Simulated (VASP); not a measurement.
# BaAlGeH: Li into a neighbouring H vacancy, part 4 of 4

Wanted: the minimum-energy path in BaAlGeH for this move: Li into a neighbouring H vacancy. The start is a cell from a database of measured crystal structures.

VASP 6.6.1, plane waves and PAW; the level of theory is named at each step.

So far. Step 4 (Relax the end): The run ended after 35 ionic steps, 3.123 eV below its first step, once the forces on the free atoms met EDIFFG = -0.05. Step 4 (Relax the end): Li moved by 1.15 Å, so this state is no longer the site that was set up, and the path will join the minima actually found.

**5. Nudged elastic band**

Level of this step: PBEsol, spin-polarised, with small moments to start from; plane waves and PAW (Ba_sv, Ge, Al, H, Li) (VASP).

Images on a straight line between the ends relax across the path, while springs keep them spaced along it.

Contents of INCAR:

```
SYSTEM = Ba4LiAl4Ge4H2
PREC = Normal
ENCUT = 280
EDIFF = 1E-05
NELM = 120
ISMEAR = 0
SIGMA = 0.05
LREAL = Auto
ALGO = Fast
GGA = PS
NBANDS = 58
ISPIN = 2
MAGMOM = 0 0 0 0.6 0 0 0.6 0 0 0 0 0 0 0 0.6
LWAVE = .FALSE.
LCHARG = .FALSE.
IMAGES = 3
SPRING = -5
IBRION = 1
POTIM = 0.3
NSW = 60
EDIFFG = -0.05
ISYM = 0
ISIF = 0
```

Contents of POSCAR:

```
Ba4LiAl4Ge4H2
1.0
   -6.5242557324      3.7667808034      5.0797700440
    6.5242557324     -3.7667808034      5.0797700440
    2.1747519108      3.7667808034     -5.0797700440
Ba Ge Al H Li
4 4 4 2 1
Direct
    0.4894984236      0.5001214991      0.9956191027
    0.9606073315      0.9858001804      0.9972753626
    0.9764749239      0.4572494780      0.4633455878
    0.5195709735      0.9978798100      0.5372310005
    0.5445957534      0.3709268989      0.4929944625
    0.0462037399      0.8709798907      0.5069520607
    0.0638138500      0.3976914020      0.0051015978
    0.5442410257      0.8919810093      0.9934354061
    0.4079341098      0.5698289607      0.4902364424
    0.9159352425      0.0781853871      0.5054242607
    0.9471690351      0.6121043850      0.0048535378
    0.4463198471      0.1275757499      0.9951370369
    0.0863391324      0.2451467506      0.5019954201
    0.6165986463      0.2950744466      0.9960324069
    0.2217823636      0.8858941406      0.9993294096
```

Contents of KPOINTS:

```
Automatic mesh
0
Gamma
3 3 3
0 0 0
```

Contents of 00/POSCAR:

```
Ba4LiAl4Ge4H2
1.0
   -6.5242557324      3.7667808034      5.0797700440
    6.5242557324     -3.7667808034      5.0797700440
    2.1747519108      3.7667808034     -5.0797700440
Ba Ge Al H Li
4 4 4 2 1
Direct
    0.4894984236      0.5001214991      0.9956191027
    0.9606073315      0.9858001804      0.9972753626
    0.9764749239      0.4572494780      0.4633455878
    0.5195709735      0.9978798100      0.5372310005
    0.5445957534      0.3709268989      0.4929944625
    0.0462037399      0.8709798907      0.5069520607
    0.0638138500      0.3976914020      0.0051015978
    0.5442410257      0.8919810093      0.9934354061
    0.4079341098      0.5698289607      0.4902364424
    0.9159352425      0.0781853871      0.5054242607
    0.9471690351      0.6121043850      0.0048535378
    0.4463198471      0.1275757499      0.9951370369
    0.0863391324      0.2451467506      0.5019954201
    0.6165986463      0.2950744466      0.9960324069
    0.2217823636      0.8858941406      0.9993294096
```

Contents of 01/POSCAR:

```
Ba4LiAl4Ge4H2
1.0
   -6.5242557324      3.7667808034      5.0797700440
    6.5242557324     -3.7667808034      5.0797700440
    2.1747519108      3.7667808034     -5.0797700440
Ba Ge Al H Li
4 4 4 2 1
Direct
    0.4864240098      0.4895102292      0.9880462980
    0.9752394056      0.9887652140      1.0073627637
    0.9797572206      0.4676808066      0.4719074419
    0.5044380490      0.9949339020      0.5276359424
    0.5494507903      0.3777828310      0.4964540791
    0.0456437922      0.8758751124      0.5040660325
    0.0588052699      0.3908157858      0.0023507251
    0.5447915368      0.8869554011      0.9973187380
    0.4178786928      0.5806552112      0.4939927090
    0.9236951987      0.0902833024      0.5034136729
    0.9372056542      0.6015288817      0.0014870593
    0.4387896711      0.1152412999      0.9982987429
    0.0938630636      0.2570950119      0.5006951627
    0.6092634331      0.2828181434      0.9981251331
    0.3460498921      0.8861565632      0.8745125198
```

Contents of 02/POSCAR:

```
Ba4LiAl4Ge4H2
1.0
   -6.5242557324      3.7667808034      5.0797700440
    6.5242557324     -3.7667808034      5.0797700440
    2.1747519108      3.7667808034     -5.0797700440
Ba Ge Al H Li
4 4 4 2 1
Direct
    0.4833495960      0.4788989592      0.9804734934
    0.9898714796      0.9917302476      1.0174501648
    0.9830395172      0.4781121351      0.4804692960
    0.4893051245      0.9919879940      0.5180408843
    0.5543058272      0.3846387630      0.4999136956
    0.0450838444      0.8807703341      0.5011800042
    0.0537966898      0.3839401695     -0.0004001476
    0.5453420478      0.8819297930      1.0012020699
    0.4278232757      0.5914814618      0.4977489756
    0.9314551549      0.1023812176      0.5014030852
    0.9272422732      0.5909533784     -0.0018794193
    0.4312594952      0.1029068499      1.0014604489
    0.1013869948      0.2690432732      0.4993949052
    0.6019282200      0.2705618402      1.0002178592
    0.4703174206      0.8864189859      0.7496956299
```

Contents of 03/POSCAR:

```
Ba4LiAl4Ge4H2
1.0
   -6.5242557324      3.7667808034      5.0797700440
    6.5242557324     -3.7667808034      5.0797700440
    2.1747519108      3.7667808034     -5.0797700440
Ba Ge Al H Li
4 4 4 2 1
Direct
    0.4802751822      0.4682876892      0.9729006887
    1.0045035537      0.9946952813      1.0275375658
    0.9863218138      0.4885434636      0.4890311501
    0.4741722000      0.9890420861      0.5084458262
    0.5591608640      0.3914946951      0.5033733122
    0.0445238967      0.8856655558      0.4982939760
    0.0487881098      0.3770645532     -0.0031510204
    0.5458925588      0.8769041848      1.0050854017
    0.4377678586      0.6023077124      0.5015052422
    0.9392151111      0.1144791329      0.4993924974
    0.9172788922      0.5803778750     -0.0052458978
    0.4237293192      0.0905723998      1.0046221549
    0.1089109259      0.2809915346      0.4980946478
    0.5945930068      0.2583055370      1.0023105854
    0.5945849491      0.8866814086      0.6248787400
```

Contents of 04/POSCAR:

```
Ba4LiAl4Ge4H2
1.0
   -6.5242557324      3.7667808034      5.0797700440
    6.5242557324     -3.7667808034      5.0797700440
    2.1747519108      3.7667808034     -5.0797700440
Ba Ge Al H Li
4 4 4 2 1
Direct
    0.4772007684      0.4576764193      0.9653278840
    1.0191356278      0.9976603149      1.0376249669
    0.9896041105      0.4989747922      0.4975930042
    0.4590392755      0.9860961781      0.4988507681
    0.5640159009      0.3983506272      0.5068329288
    0.0439639490      0.8905607775      0.4954079478
    0.0437795297      0.3701889370     -0.0059018931
    0.5464430699      0.8718785766      1.0089687336
    0.4477124416      0.6131339629      0.5052615088
    0.9469750673      0.1265770482      0.4973819096
    0.9073155113      0.5698023717     -0.0086123764
    0.4161991432      0.0782379498      1.0077838609
    0.1164348571      0.2929397959      0.4967943904
    0.5872577936      0.2460492338      1.0044033116
    0.7188524776      0.8869438312      0.5000618502
```

Potentials, in the order of the species: Ba_sv, Ge, Al, H and Li (PBE family, release 64).

On the command line:

```sh
> mpirun -np 3 vasp_std
```

The log of the run:

```text
[banner, memory and clock lines left out]
running    3 mpi-ranks, on    1 nodes
 each image running on    1 cores
[...]
01/POSCAR found :  5 types and      15 ions
 [... a notice as in an earlier step ...]

 LDA part: xc-table for (Slater+PW92), standard interpolation
[...]
00/POSCAR found :  5 types and      15 ions
[...]
04/POSCAR found :  5 types and      15 ions
|                                                                             |
|           W    W    AA    RRRRR   N    N  II  N    N   GGGG   !!!           |
|           W    W   A  A   R    R  NN   N  II  NN   N  G    G  !!!           |
|           W    W  A    A  R    R  N N  N  II  N N  N  G       !!!           |
|           W WW W  AAAAAA  RRRRR   N  N N  II  N  N N  G  GGG   !            |
|           WW  WW  A    A  R   R   N   NN  II  N   NN  G    G                |
|           W    W  A    A  R    R  N    N  II  N    N   GGGG   !!!           |
|                                                                             |
|     The distance between some ions is very small. Please check the          |
|     nearest-neighbor list in the OUTCAR file.                               |
|     I HOPE YOU KNOW WHAT YOU ARE DOING!                                     |
|                                                                             |

 POSCAR, INCAR and KPOINTS ok, starting setup
[...]
entering main loop
       N       E                     dE             d eps       ncg     rms          rms(c)
DAV:   1     0.261126062834E+03    0.26113E+03   -0.19399E+04  3248   0.630E+02
DAV:   2    -0.348497959516E+02   -0.29598E+03   -0.28535E+03  4206   0.154E+02
DAV:   3    -0.542468834184E+02   -0.19397E+02   -0.19229E+02  4096   0.403E+01
DAV:   4    -0.550030087938E+02   -0.75613E+00   -0.75488E+00  5008   0.697E+00
[...]
RMM:  11    -0.523740257442E+02   -0.34061E-03   -0.36077E-03  4468   0.127E-01    0.819E-02
RMM:  12    -0.523741661187E+02   -0.14037E-03   -0.96962E-04  4563   0.693E-02    0.369E-02
RMM:  13    -0.523742003889E+02   -0.34270E-04   -0.27579E-04  4281   0.353E-02    0.152E-02
WARNING in EDDRMM: call to ZHEGV failed, returncode =   6  3     21
RMM:  14    -0.523742086182E+02   -0.82293E-05   -0.83821E-05  3286   0.187E-02
   1 F= -.52374209E+02 E0= -.52372409E+02  d E =-.523742E+02  mag=     0.0001
[...]
WARNING in EDDRMM: call to ZHEGV failed, returncode =   6  3     24
WARNING in EDDRMM: call to ZHEGV failed, returncode =   8  4     24
WARNING in EDDRMM: call to ZHEGV failed, returncode =   6  3     24
[...]
WARNING in EDDRMM: call to ZHEGV failed, returncode =   6  3     34
[... from here on, the cycles between the ionic steps are left out ...]
[...]
WARNING in EDDRMM: call to ZHEGV failed, returncode =   8  4     23
[...]
WARNING in EDDRMM: call to ZHEGV failed, returncode =   6  3     19
WARNING in EDDRMM: call to ZHEGV failed, returncode =   6  3     19
[...]
WARNING in EDDRMM: call to ZHEGV failed, returncode =   6  3     20
WARNING in EDDRMM: call to ZHEGV failed, returncode =   8  4     28
[...]
WARNING in EDDRMM: call to ZHEGV failed, returncode =   6  3     25
[...]
WARNING in EDDRMM: call to ZHEGV failed, returncode =   8  4     19
WARNING in EDDRMM: call to ZHEGV failed, returncode =   6  3     30
[...]
WARNING in EDDRMM: call to ZHEGV failed, returncode =   8  4     28
WARNING in EDDRMM: call to ZHEGV failed, returncode =   6  3     30
WARNING in EDDRMM: call to ZHEGV failed, returncode =   6  3     28
[...]
WARNING in EDDRMM: call to ZHEGV failed, returncode =   6  3     27
   6 F= -.58132686E+02 E0= -.58128980E+02  d E =-.142625E+00  mag=    -0.0000
[...]
WARNING in EDDRMM: call to ZHEGV failed, returncode =   6  3     20
[...]
WARNING in EDDRMM: call to ZHEGV failed, returncode =   6  3     28
[...]
WARNING in EDDRMM: call to ZHEGV failed, returncode =   6  3     33
[...]
WARNING in EDDRMM: call to ZHEGV failed, returncode =   6  3     21
  11 F= -.58340559E+02 E0= -.58335897E+02  d E =-.227019E-01  mag=    -0.0000
[...]
WARNING in EDDRMM: call to ZHEGV failed, returncode =   6  3     29
[...]
WARNING in EDDRMM: call to ZHEGV failed, returncode =   6  3     36
[...]
WARNING in EDDRMM: call to ZHEGV failed, returncode =   6  3     35
  16 F= -.58461186E+02 E0= -.58456610E+02  d E =-.315287E-01  mag=    -0.0000
[...]
WARNING in EDDRMM: call to ZHEGV failed, returncode =   6  3     34
  21 F= -.58633644E+02 E0= -.58629366E+02  d E =-.430492E-01  mag=     0.0000
[...]
WARNING in EDDRMM: call to ZHEGV failed, returncode =   6  3     23
[...]
WARNING in EDDRMM: call to ZHEGV failed, returncode =   6  3     36
[...]
WARNING in EDDRMM: call to ZHEGV failed, returncode =   8  4     29
[...]
WARNING in EDDRMM: call to ZHEGV failed, returncode =   6  3     25
  26 F= -.58894418E+02 E0= -.58890463E+02  d E =-.671526E-01  mag=    -0.0000
[...]
WARNING in EDDRMM: call to ZHEGV failed, returncode =   6  3     23
WARNING in EDDRMM: call to ZHEGV failed, returncode =   6  3     33
[...]
WARNING in EDDRMM: call to ZHEGV failed, returncode =   6  3     32
  31 F= -.59017440E+02 E0= -.59013795E+02  d E =-.316322E-02  mag=     0.0000
  36 F= -.58993923E+02 E0= -.58990181E+02  d E =0.984349E-02  mag=    -0.0000
  41 F= -.58993151E+02 E0= -.58989396E+02  d E =-.920168E-02  mag=     0.0000
  46 F= -.58986179E+02 E0= -.58982400E+02  d E =-.280419E-02  mag=     0.0000
  51 F= -.58996496E+02 E0= -.58992763E+02  d E =-.783334E-02  mag=    -0.0000
  56 F= -.58980526E+02 E0= -.58976731E+02  d E =-.163243E-02  mag=    -0.0000
  59 F= -.59045458E+02 E0= -.59041934E+02  d E =-.184328E-01  mag=    -0.0000
  60 F= -.59076089E+02 E0= -.59072677E+02  d E =-.306311E-01  mag=    -0.0000
 BRION: g(F)=  0.564E-02 g(S)=  0.000E+00
 BRIONS problems: POTIM should be increased
 retain N=  1 mean eig=13.91
 eig:  13.909
```

Wall time 43 min (3 MPI ranks of AMD EPYC 9R45, shared host); peak memory 0.94 GiB.

Parts of OUTCAR (step 5):

```text
  tangential force (eV/A)         0.824001
  left and right image   2.644405  2.670813 A

  tangential force (eV/A)         0.802209
  left and right image   2.663354  2.693069 A

 spin component 1
 k-point     1 :       0.0000    0.0000    0.0000
  band No.  band energies     occupation
    ...
     32       2.7290      1.00000
     33       2.7876      1.00000
     34       2.8651      1.00000
     35       3.1648      1.00000
     36       3.4525      1.00000
     37       4.3628      0.00000
     38       4.7585      0.00000
     39       4.9456      0.00000
     40       5.0246      0.00000
     41       5.8448      0.00000
    ...

 k-point     2 :       0.3333    0.0000   -0.0000
  band No.  band energies     occupation
    ...
     32       2.4962      1.00000
     33       2.6554      1.00000
     34       2.7732      1.00000
     35       3.5474      1.00000
     36       3.7892      1.00000
     37       5.0002      0.00000
     38       5.2219      0.00000
     39       5.3799      0.00000
     40       5.6781      0.00000
     41       5.9492      0.00000
    ...

 POSITION                                       TOTAL-FORCE (eV/Angst)
 -----------------------------------------------------------------------------------
      2.32826      3.76469     -0.12720         0.017241      0.028749     -0.077271
      0.14502      0.13144      9.96272         0.040774      0.027048     -0.017242
     -2.18864      3.84344      4.45466         0.125763      0.021891     -0.002548
      4.51060      0.05025      5.00112         0.118785     -0.056190      0.076101
      0.20956      2.58527      2.15974         0.035857      0.018106      0.055581
      6.64830     -1.20217      2.18118         0.041003      0.004212     -0.062348
      2.36345     -1.11949      2.09059         0.031605      0.009397     -0.036996
      4.50951      2.55242      2.17435         0.001173      0.034611     -0.064839
      2.32980      1.32455      2.78498        -0.006026      0.038473     -0.082237
     -4.22589      5.12664      2.26925         0.051751      0.003756     -0.023961
     -2.03769      1.32253      7.58673         0.065426      0.013714     -0.036458
      0.27903      5.06355     -2.45808        -0.028062      0.014706     -0.139295
      2.24651      1.36170     -1.06031         0.075359     -0.007003     -0.024993
      0.19254      5.08771     -0.70150         0.001175      0.024397     -0.130863
      4.74058      0.18122      1.83781        -0.571823     -0.175865      0.567369
 -----------------------------------------------------------------------------------
    total drift:                                0.019196     -0.009539      0.001458

  FREE ENERGIE OF THE ION-ELECTRON SYSTEM (eV)
  ---------------------------------------------------
  free  energy   TOTEN  =       -59.0760887395 eV

  energy  without entropy=      -59.0692660657  energy(sigma->0) =      -59.07267740

  tangential force (eV/A)         0.761889
  left and right image   2.696500  2.731825 A

[... 5 parts as in an earlier step ...]

[... 12 further parts left out ...]
[key lines of the parts left out:]
E-fermi :   4.1122
```

The band used up its steps before its forces met the threshold, so no barrier is taken from it.

**6. What came out**

| Quantity | Value |
| --- | --- |
| result | none |

**Reading.** The session ends without its result: «nudged elastic band» used up its steps.

[Lines on the potential files, build, host, timing and source positions are cut from VASP's logs without a mark.]

[Logs are printed without paths, hosts, clocks, repeated set-up lines and the standing remarks that a program may print on its own settings, such as how far it seeks lower states.]

[Hosts, paths, dates, database ids (printed as entryN), source tags and the programs' standing remarks are cut or masked in the printed files.]

[Runs that stopped without an error message from VASP are left out.]
